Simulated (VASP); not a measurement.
**FeAl (CsCl type): computed properties**

Calculation: r2SCAN meta-GGA, VASP's PBE PAW potentials (set 64) (plane waves; VASP).

| Item | Value |
|---|---|
| space group | Pm-3m (221) |
| cell | a = b = c = 2.840 Å, α = β = γ = 90.00° |
| volume per atom | 11.45 Å³/atom |
| band gap (over mesh and band path) | none (metal, semimetal or under 0.01 eV) |
| band gap with spin-orbit coupling | none (metallic) |
| density | 6.00 g/cm³ |

```cif
data_AlFe
_chemical_formula_sum 'Al1 Fe1'
_space_group_name_H-M_alt 'P 1'
_space_group_IT_number 1
_cell_length_a 2.83993
_cell_length_b 2.83993
_cell_length_c 2.83993
_cell_angle_alpha 90.000
_cell_angle_beta 90.000
_cell_angle_gamma 90.000
loop_
_space_group_symop_operation_xyz
  'x, y, z'
loop_
_atom_site_label
_atom_site_type_symbol
_atom_site_fract_x
_atom_site_fract_y
_atom_site_fract_z
_atom_site_occupancy
Al1 Al 0.50000 0.50000 0.50000 1
Fe1 Fe 0.00000 0.00000 0.00000 1
```

Measured: a 2.910 Å (computed value off by -2.4 %), as given by Yibo Liu et al., IUCrData (2023), doi:10.1107/s2414314623010659. The calculation is for a static lattice, while the measured a holds thermal and zero-point effects, which are part of the difference.

The compound is FeAl in the CsCl type structure. It was relaxed first, which changed the volume by -7 %. Symmetry was kept, so distortions that lower it aren't found. The run is not spin-polarised, so no magnetic state was tried. The electron count is odd and the run is not spin-polarised, which forces a metal.
